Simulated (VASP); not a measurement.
# TaAlO3 (P6_3/mmc) in VASP: further runs, part 2 of 2

VASP 6.6.1.

**3. Relaxation of cell and atoms, PBE**

This run uses another cell than the first one, of 10.50 Å³/atom, 1.002 times its volume.

Input file INCAR:

```
SYSTEM = TaAlO3
PREC     = Accurate       ! precision mode
ENCUT    = 520            ! plane-wave cutoff, eV
EDIFF    = 1E-7           ! SCF threshold, eV
ISMEAR   = 0              ! smearing method
SIGMA    = 0.1            ! smearing width, eV
LREAL    = .FALSE.        ! projectors in reciprocal space
LASPH    = .TRUE.         ! aspherical terms in the spheres
NELM     = 120            ! most SCF steps
ALGO     = Normal         ! electronic algorithm
ISIF     = 3              ! what is computed and relaxed
LWAVE    = .FALSE.        ! write WAVECAR
LCHARG   = .FALSE.        ! write CHGCAR
GGA      = PE             ! functional
IBRION   = 2              ! ionic algorithm
NSW      = 60             ! ionic steps
EDIFFG   = -0.005         ! ionic threshold
POTIM    = 0.3            ! step
KPAR     = 4
```

Input file KPOINTS:

```
regular mesh
0
G
  12 12 4
  0 0 0
```

Input file POSCAR:

```
TaAlO3                                  
1.0
    3.0365964939     -0.0000000000     -0.0000000000
   -1.5182982420      2.6297697002      0.0000000000
   -0.0000000000     -0.0000000000     13.1538614824
  Ta              Al              O             
     2     2     6
Direct
     0.0000000000000000    0.0000000000000000    0.5000000000000000
     0.0000000000000000    0.0000000000000000    1.0000000000000000
     0.3333333300000021    0.6666666699999979    0.2500000000000000
     0.6666666699999979    0.3333333300000021    0.7500000000000000
     0.3333333300000021    0.6666666699999979    0.1006524385298959
     0.3333333300000021    0.6666666699999979    0.3993475614701041
     0.0000000000000000    1.0000000000000000    0.2500000000000000
     0.6666666699999979    0.3333333300000021    0.8993475614701041
     0.6666666699999979    0.3333333300000021    0.6006524385298959
     0.0000000000000000    0.0000000000000000    0.7500000000000000
```

Potentials or basis: VASP PAW PBE potentials, release 64 (Ta_pv, Al, O).

Run with:

```sh
$ cat potpaw_PBE.64/Ta_pv/POTCAR potpaw_PBE.64/Al/POTCAR potpaw_PBE.64/O/POTCAR > POTCAR
$ mpirun -np 4 vasp_std > vasp.out
```

OUTCAR:

```text
SYSTEM = TaAlO3
   PREC = Accurate
   ENCUT = 520
   EDIFF = 1E-7
   ISMEAR = 0
   LREAL = .FALSE.
   LASPH = .TRUE.
   NELM = 120
   ISIF = 3
   GGA = PE
   IBRION = 2
   NSW = 60
   EDIFFG = -0.005
   POTIM = 0.3

 ion  position               nearest neighbor table
   1  0.000  0.000  0.500-   6 2.20   9 2.20   6 2.20   9 2.20   9 2.20   6 2.20
   2  0.000  0.000  0.000-   5 2.20   8 2.20   5 2.20   8 2.20   8 2.20   5 2.20
   3  0.333  0.667  0.250-   7 1.75   7 1.75   7 1.75   5 1.96   6 1.96
   4  0.667  0.333  0.750-  10 1.75  10 1.75  10 1.75   8 1.96   9 1.96
   5  0.333  0.667  0.101-   3 1.96   2 2.20   2 2.20   2 2.20
   6  0.333  0.667  0.399-   3 1.96   1 2.20   1 2.20   1 2.20
   7  0.000  0.000  0.250-   3 1.75   3 1.75   3 1.75
   8  0.667  0.333  0.899-   4 1.96   2 2.20   2 2.20   2 2.20
   9  0.667  0.333  0.601-   4 1.96   1 2.20   1 2.20   1 2.20
  10  0.000  0.000  0.750-   4 1.75   4 1.75   4 1.75

  LATTYP: Found a hexagonal cell.
 ALAT       =     3.0365964939
 C/A-ratio  =     4.3317778667

  Lattice vectors:

 A1 = (   3.0365964939,   0.0000000000,   0.0000000000)
 A2 = (  -1.5182982420,   2.6297697002,   0.0000000000)
 A3 = (   0.0000000000,   0.0000000000,  13.1538614824)

Analysis of symmetry for initial positions (statically):
=====================================================================
 Subroutine PRICEL returns:
 Original cell was already a primitive cell.

 Routine SETGRP: Setting up the symmetry group for a
 hexagonal supercell.

 Subroutine GETGRP returns: Found 24 space group operations
 (whereof 12 operations were pure point group operations)
 out of a pool of 24 trial point group operations.

The static configuration has the point symmetry D_3d.
 The point group associated with its full space group is D_6h.

Analysis of symmetry for dynamics (positions and initial velocities):
=====================================================================
 Subroutine PRICEL returns:
 Original cell was already a primitive cell.

 Routine SETGRP: Setting up the symmetry group for a
 hexagonal supercell.

 Subroutine GETGRP returns: Found 24 space group operations
 (whereof 12 operations were pure point group operations)
 out of a pool of 24 trial point group operations.

The dynamic configuration has the point symmetry D_3d.
 The point group associated with its full space group is D_6h.

 Subroutine INISYM returns: Found 24 space group operations
 (whereof 12 operations are pure point group operations),
 and found     1 'primitive' translations

----------------------------------------------------------------------------------------

                                     Primitive cell

  volume of cell :     105.0408

  direct lattice vectors                    reciprocal lattice vectors
     3.036596494  0.000000000  0.000000000     0.329316062  0.190130717  0.000000000
    -1.518298242  2.629769700  0.000000000     0.000000000  0.380261435  0.000000000
     0.000000000  0.000000000 13.153861482     0.000000000  0.000000000  0.076023303

  length of vectors
     3.036596494  3.036596487 13.153861482     0.380261434  0.380261435  0.076023303

[... 78 lines left out ...]
   k-points           NKPTS =     57   k-points in BZ     NKDIM =     57   number of bands    NBANDS=     38
   number of dos      NEDOS =    301   number of ions     NIONS =     10
   total plane-waves  NPLWV =  56448
   dimension x,y,z NGX =    24 NGY =   24 NGZ =   98
   dimension x,y,z NGXF=    48 NGYF=   48 NGZF=  196
   ions per type =               2   2   6
   NGX,Y,Z   is equivalent  to a cutoff of  13.14, 13.14, 12.39 a.u.
   NGXF,Y,Z  is equivalent  to a cutoff of  26.28, 26.28, 24.77 a.u.
 SYSTEM =  TaAlO3
   PREC   = accura    normal or accurate (medium, high low for compatibility)
   ISTART =      0    job   : 0-new  1-cont  2-samecut
   ICHARG =      2    charge: 1-file 2-atom 10-const
   ISPIN  =      1    spin polarized calculation?
   LNONCOLLINEAR =      F non collinear calculations
   LSORBIT =      F    spin-orbit coupling
   LASPH  =      T    aspherical Exc in radial PAW
   ENCUT  =  520.0 eV  38.22 Ry    6.18 a.u.   5.65  5.65 24.46*2*pi/ulx,y,z
   NELM   =    120;   NELMIN=  2; NELMDL= -5     # of ELM steps
   EDIFF  = 0.1E-06   stopping-criterion for ELM
   LREAL  =      F    real-space projection
   EDIFFG = -.5E-02   stopping-criterion for IOM
   NSW    =     60    number of steps for IOM
   IBRION =      2    ionic relax: 0-MD 1-quasi-New 2-CG
   NFREE  =      1    steps in history (QN), initial steepest desc. (CG)
   ISIF   =      3    stress and relaxation
   ISYM   =      2    0-nonsym 1-usesym 2-fastsym
   POTIM  = 0.3000    time-step for ionic-motion
   TEBEG  =    0.0;   TEEND  =   0.0 temperature during run
   PSTRESS=    0.0 pullay stress
   NELECT =      64.0000    total number of electrons
   NUPDOWN=      -1.0000    fix difference up-down
   EMIN   =  10.00;   EMAX   =-10.00  energy-range for DOS
   EFERMI =   0.00;   METHOD = LEGACY
   ISMEAR =     0;   SIGMA  =   0.10  broadening in eV -4-tet -1-fermi 0-gaus
   EFERMI_NEDOS =   21; number of points for ismear=-14 and -15
   IALGO  =     38    algorithm
   IMIX   =      4    mixing-type and parameters
     AMIX     =   0.40;   BMIX     =  1.00
     AMIX_MAG =   1.60;   BMIX_MAG =  1.00
  volume/ion in A,a.u.               =      10.50        70.89
  Fermi-wavevector in a.u.,A,eV,Ry     =   1.387870  2.622694 26.207314  1.926183
  Thomas-Fermi vector in A             =   2.512050
   LORBIT       =      0    0 simple, 1 ext, 2 COOP (PROOUT), +10 PAW based schemes
   GGA     = PE    functional components
   LHFCALC =     F    Hartree Fock is set to
   AEXX    =    0.0000 exact exchange contribution
   IVDW    =     0    specifies the selected vdW correction
   LEPSILON=     F    determine dielectric tensor
   LRPA    =     F    only Hartree local field effects (RPA)
 conjugate gradient relaxation of ions
 non-spin polarized calculation
 Gauss-broadening in eV      SIGMA  =   0.10
  energy-cutoff  :      520.00
  volume of cell :      105.04
 maximum number of plane-waves:      2868
 NGX is ok and might be reduce to    24
   NGX = 11   NGY = 11   NGZ = 49

 number of electron      64.0000012 magnetization

 Free energy of the ion-electron system (eV)
  ---------------------------------------------------
  ext. energy  EPLUGINS =         0.00000000
  ---------------------------------------------------
  free energy    TOTEN  =       -85.31026073 eV

  energy without entropy =      -85.29432551  energy(sigma->0) =      -85.30229312

 E-fermi :   7.6953     XC(G=0): -11.6494

 val. band max:        7.6918147599   @ k =   0.2500   0.2500   0.2500
 cond. band min:       7.7002681457   @ k =   0.2500   0.2500   0.0000
 fundamental gap:      0.0084533857
 Fermi energy:         7.6953317246

 k-point     1 :       0.0000    0.0000    0.0000
  band No.  band energies     occupation
      1     -28.2004      2.00000
      2     -28.2002      2.00000
      3     -27.8634      2.00000
      4     -27.8634      2.00000
      5     -27.8634      2.00000
      6     -27.8634      2.00000
[... 973 lines left out ...]
     37      10.8460      0.00000
     38      11.2298      0.00000

 [... further k-points ...]

------------------------ aborting loop because EDIFF is reached ----------------------------------------

  FORCE on cell =-STRESS in cart. coord.  units (eV):
  Direction    XX          YY          ZZ          XY          YZ          ZX
  --------------------------------------------------------------------------------------
  -------------------------------------------------------------------------------------
  Total       -0.0076229     -0.0076229      0.0136268     -0.0000000      0.0000000      0.0000000
  in kB       -0.1162710     -0.1162710      0.2078481     -0.0000000      0.0000000      0.0000000
  external PRESSURE =      -0.0082313 kB  Pullay stress =       0.0000000 kB

 VOLUME and BASIS-vectors are now :
 -----------------------------------------------------------------------------
  energy-cutoff  :      520.00
  volume of cell :      105.04
      direct lattice vectors                 reciprocal lattice vectors
     3.036596494  0.000000000  0.000000000     0.329316062  0.190130717  0.000000000
    -1.518298242  2.629769700  0.000000000     0.000000000  0.380261435  0.000000000
     0.000000000  0.000000000 13.153861482     0.000000000  0.000000000  0.076023303

 POSITION                                       TOTAL-FORCE (eV/Angst)
 -----------------------------------------------------------------------------------
      0.00000      0.00000      6.57693         0.000000      0.000000     -0.000000
      0.00000      0.00000      0.00000         0.000000      0.000000     -0.000000
     -0.00000      1.75318      3.28847         0.000000     -0.000000      0.000000
      1.51830      0.87659      9.86540         0.000000      0.000000      0.000000
     -0.00000      1.75318      1.32397         0.000000     -0.000000      0.000687
     -0.00000      1.75318      5.25296        -0.000000     -0.000000     -0.000687
      0.00000      0.00000      3.28847         0.000000      0.000000      0.000000
      1.51830      0.87659     11.82989        -0.000000      0.000000     -0.000687
      1.51830      0.87659      7.90090        -0.000000      0.000000      0.000687
      0.00000      0.00000      9.86540         0.000000     -0.000000      0.000000
 -----------------------------------------------------------------------------------
    total drift:                                0.000000     -0.000000      0.000000

  FREE ENERGIE OF THE ION-ELECTRON SYSTEM (eV)
  ---------------------------------------------------
  free  energy   TOTEN  =       -85.3102607324 eV

  energy  without entropy=      -85.2943255096  energy(sigma->0) =      -85.30229312

 reached required accuracy - stopping structural energy minimisation
```

Wall time 80 s (4 MPI ranks of Intel Xeon Platinum 8488C (Sapphire Rapids), shared host); peak memory 0.35 GiB.

Results:

```
Free energy             : -85.3103 eV
Pressure after relaxing : 0.0 GPa
Band gap on the k mesh  : none (metal or under the smearing width)
```

Final structure:
```yaml
crystal:
  lattice:
    - [3.03660, 0.00000, 0.00000]
    - [-1.51830, 2.62977, 0.00000]
    - [0.00000, 0.00000, 13.15386]
  atoms:
    - { symbol: Ta, position: [0.00000, 0.00000, 0.50000] }
    - { symbol: Ta, position: [0.00000, 0.00000, 0.00000] }
    - { symbol: Al, position: [0.33333, 0.66667, 0.25000] }
    - { symbol: Al, position: [0.66667, 0.33333, 0.75000] }
    - { symbol: O, position: [0.33333, 0.66667, 0.10065] }
    - { symbol: O, position: [0.33333, 0.66667, 0.39935] }
    - { symbol: O, position: [0.00000, 0.00000, 0.25000] }
    - { symbol: O, position: [0.66667, 0.33333, 0.89935] }
    - { symbol: O, position: [0.66667, 0.33333, 0.60065] }
    - { symbol: O, position: [0.00000, 0.00000, 0.75000] }
```

Caveat: the relaxation stopped at its first step, so nothing moved. The run has no spin-orbit coupling, so splittings on Ta are missing.
